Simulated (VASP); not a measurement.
All values below come from modified Becke-Johnson potential (mBJ), VASP's PBE PAW potentials (set 64) (plane waves; VASP 6.6.1).

A VASP calculation is set up with these files.

KPOINTS_OPT:
```
k-points along high-symmetry lines
16
Line-mode
Reciprocal
  0.000000   0.000000   0.000000 ! GAMMA
  0.000000   0.500000   0.000000 ! X

  0.000000   0.500000   0.000000 ! X
  0.500000   0.500000   0.000000 ! M

  0.500000   0.500000   0.000000 ! M
  0.000000   0.000000   0.000000 ! GAMMA

  0.000000   0.000000   0.000000 ! GAMMA
  0.500000   0.500000   0.500000 ! R

  0.500000   0.500000   0.500000 ! R
  0.000000   0.500000   0.000000 ! X

  0.500000   0.500000   0.500000 ! R
  0.500000   0.500000   0.000000 ! M
```

**POSCAR**
```
CsPbBr3
1
    5.9312601340     0.0000000000     0.0000000000
    0.0000000000     5.9312601340     0.0000000000
    0.0000000000     0.0000000000     5.9312601340
Cs Pb Br
1 1 3
Direct
  0.0000000000   0.0000000000   0.0000000000
  0.5000000000   0.5000000000   0.5000000000
  0.5000000000   0.0000000000   0.5000000000
  0.0000000000   0.5000000000   0.5000000000
  0.5000000000   0.5000000000   0.0000000000
```

File KPOINTS:
```
Automatic mesh
0
G
4 4 4
```

INCAR:
```
# general
SYSTEM =CsPbBr3
PREC   =Accurate
ENCUT  =400
LREAL  =F
LASPH  =T

# electronic loop
EDIFF  =1E-6
NELM   =200
ALGO   =Normal
LMAXMIX=4
LMIXTAU=T

# smearing
ISMEAR =0
SIGMA  =0.05

# functional
METAGGA=MBJ

# ions
ISIF   =0

# output
LWAVE  =F
LCHARG =F
```

POTCAR, in this order: Cs_sv Pb_d Br (PBE.64 set). Program: vasp_std. Read from the step before: WAVECAR.

**OSZICAR**
```
...
DAV: 167     0.194576076104E+04   -0.44185E+01   -0.19810E+01   650   0.375E+01    0.403E+01
DAV: 168    -0.155743180408E+04   -0.35032E+04   -0.27891E+04   896   0.272E+03    0.980E+02
DAV: 169     0.224608385105E+04    0.38035E+04   -0.73543E+03   946   0.205E+03    0.230E+02
DAV: 170     0.175774848135E+04   -0.48834E+03   -0.56144E+03   578   0.118E+03    0.284E+02
DAV: 171     0.185479140887E+04    0.97043E+02   -0.42842E+03   734   0.531E+02    0.123E+03
DAV: 172     0.196680629548E+04    0.11201E+03   -0.45977E+03   830   0.650E+02    0.397E+02
DAV: 173     0.195540762878E+04   -0.11399E+02   -0.48334E+02   692   0.182E+02    0.216E+02
DAV: 174     0.194929248275E+04   -0.61151E+01   -0.14426E+02   572   0.765E+01    0.212E+02
DAV: 175     0.194664133168E+04   -0.26512E+01   -0.31773E+01   616   0.497E+01    0.107E+02
DAV: 176     0.194166639466E+04   -0.49749E+01   -0.42839E+01  1032   0.110E+02    0.369E+01
DAV: 177     0.195114251429E+04    0.94761E+01   -0.49307E+01   644   0.702E+01    0.154E+02
DAV: 178     0.176753166703E+04   -0.18361E+03   -0.14575E+03   694   0.377E+02    0.843E+01
DAV: 179     0.195901430242E+04    0.19148E+03   -0.12032E+03   692   0.265E+02    0.251E+02
DAV: 180     0.195081430392E+04   -0.82000E+01   -0.51977E+01   980   0.814E+01    0.250E+02
DAV: 181     0.195082413535E+04    0.98314E-02   -0.15794E+01   544   0.365E+01    0.195E+02
DAV: 182     0.193682659364E+04   -0.13998E+02   -0.82655E+01   538   0.891E+01    0.205E+01
DAV: 183     0.194108916522E+04    0.42626E+01   -0.16940E+01   610   0.396E+01    0.797E+01
DAV: 184     0.194638328506E+04    0.52941E+01   -0.17083E+01   566   0.420E+01    0.114E+02
DAV: 185     0.191842787001E+04   -0.27955E+02   -0.12170E+02   644   0.140E+02    0.133E+02
DAV: 186     0.194789447078E+04    0.29467E+02   -0.23169E+02  1000   0.400E+02    0.319E+02
DAV: 187     0.194820090650E+04    0.30644E+00   -0.28438E+01   658   0.510E+01    0.242E+02
DAV: 188     0.193921937875E+04   -0.89815E+01   -0.74108E+01   602   0.874E+01    0.605E+01
DAV: 189     0.194054833482E+04    0.13290E+01   -0.29069E+01   672   0.169E+02    0.164E+02
DAV: 190     0.133490625736E+04   -0.60564E+03   -0.44556E+03   862   0.694E+02    0.483E+02
DAV: 191     0.196660190741E+04    0.63170E+03   -0.27396E+03   618   0.401E+02    0.226E+02
DAV: 192     0.195854012784E+04   -0.80618E+01   -0.41884E+02   736   0.157E+02    0.478E+02
DAV: 193     0.195563024436E+04   -0.29099E+01   -0.75221E+01   730   0.104E+02    0.327E+02
DAV: 194     0.194251779453E+04   -0.13112E+02   -0.12928E+02   704   0.147E+02    0.144E+02
DAV: 195     0.195330567390E+04    0.10788E+02   -0.35439E+01   758   0.756E+01    0.333E+02
DAV: 196     0.195255831817E+04   -0.74736E+00   -0.87010E+00   988   0.465E+01    0.274E+02
DAV: 197     0.581835905224E+03   -0.13707E+04   -0.11276E+04   878   0.128E+03    0.593E+02
DAV: 198     0.161297589599E+04    0.10311E+04   -0.23107E+03   960   0.198E+03    0.333E+02
DAV: 199     0.203534076411E+04    0.42236E+03   -0.44295E+03   636   0.533E+02    0.504E+02
DAV: 200     0.197565272661E+04   -0.59688E+02   -0.42356E+02   664   0.152E+02
   1 F= 0.19756527E+04 E0= 0.19756527E+04  d E =-.587764E-11
       N       E                     dE             ncg
       N       E                     dE             ncg
       N       E                     dE             ncg
       N       E                     dE             ncg
       N       E                     dE             ncg
       N       E                     dE             ncg
       N       E                     dE             ncg
       N       E                     dE             ncg
       N       E                     dE             ncg
       N       E                     dE             ncg
```

Task: The electronic loop did not converge. What happens with NELM = 300, IMIX = 1, AMIX = 0.1?

Result: Convergence was not reached.
### OSZICAR
```
...
DAV: 272     0.194286527982E+04    0.97932E+01   -0.39791E+02   520   0.140E+02    0.639E+01
DAV: 273     0.194879234694E+04    0.59271E+01   -0.15552E+02   526   0.951E+01    0.644E+01
DAV: 274     0.194408648015E+04   -0.47059E+01   -0.26709E+02   522   0.137E+02    0.273E+02
DAV: 275     0.193292822907E+04   -0.11158E+02   -0.46067E+02   520   0.170E+02    0.226E+02
DAV: 276     0.192620284285E+04   -0.67254E+01   -0.40352E+02   614   0.199E+02    0.688E+01
DAV: 277     0.194748966895E+04    0.21287E+02   -0.11500E+02   520   0.655E+01    0.142E+02
DAV: 278     0.194817975296E+04    0.69008E+00   -0.32716E+02   550   0.166E+02    0.302E+02
DAV: 279     0.195446291964E+04    0.62832E+01   -0.60388E+01   526   0.561E+01    0.126E+02
DAV: 280     0.195297472153E+04   -0.14882E+01   -0.36161E+01   528   0.360E+01    0.226E+02
DAV: 281     0.162467229594E+04   -0.32830E+03   -0.40229E+03   784   0.691E+02    0.228E+02
DAV: 282     0.185788770002E+04    0.23322E+03   -0.12919E+03   814   0.372E+02    0.406E+02
DAV: 283     0.183507810979E+04   -0.22810E+02   -0.69670E+02   520   0.191E+02    0.149E+02
DAV: 284     0.195088246668E+04    0.11580E+03   -0.18132E+03   520   0.349E+02    0.586E+01
DAV: 285     0.194958455387E+04   -0.12979E+01   -0.26816E+02   530   0.808E+01    0.207E+02
DAV: 286     0.196363528617E+04    0.14051E+02   -0.38623E+02   520   0.190E+02    0.463E+01
DAV: 287     0.185735206819E+04   -0.10628E+03   -0.92438E+02   770   0.311E+02    0.250E+02
DAV: 288     0.191353483625E+04    0.56183E+02   -0.22683E+03   528   0.309E+02    0.223E+02
DAV: 289     0.193036426004E+04    0.16829E+02   -0.85520E+02   552   0.130E+02    0.295E+02
DAV: 290     0.195610606014E+04    0.25742E+02   -0.58960E+02   524   0.197E+02    0.173E+02
DAV: 291     0.195631253037E+04    0.20647E+00   -0.18616E+02   552   0.896E+01    0.195E+01
DAV: 292    -0.429072393182E+04   -0.62470E+04   -0.58643E+04   940   0.487E+03    0.119E+03
DAV: 293     0.204472960056E+04    0.63355E+04   -0.15817E+04   696   0.102E+03    0.274E+02
DAV: 294     0.195182514850E+04   -0.92904E+02   -0.57444E+03   736   0.395E+02    0.124E+02
DAV: 295     0.195195663819E+04    0.13149E+00   -0.90336E+02   638   0.195E+02    0.408E+02
DAV: 296     0.193520498750E+04   -0.16752E+02   -0.28343E+02   562   0.101E+02    0.412E+02
DAV: 297     0.194718830870E+04    0.11983E+02   -0.54667E+02   536   0.182E+02    0.148E+02
DAV: 298     0.195550495303E+04    0.83166E+01   -0.15739E+02   552   0.817E+01    0.219E+02
DAV: 299     0.195517917044E+04   -0.32578E+00   -0.11796E+02   532   0.863E+01    0.749E+01
DAV: 300     0.195092931270E+04   -0.42499E+01   -0.47851E+01   540   0.509E+01
   1 F= 0.19509293E+04 E0= 0.19509293E+04  d E =-.158101E-18
       N       E                     dE             ncg
       N       E                     dE             ncg
       N       E                     dE             ncg
       N       E                     dE             ncg
       N       E                     dE             ncg
       N       E                     dE             ncg
       N       E                     dE             ncg
       N       E                     dE             ncg
       N       E                     dE             ncg
       N       E                     dE             ncg
```

The compound is CsPbBr3 in the cubic perovskite structure, the ideal cubic form; the compound distorts at low or room temperature.
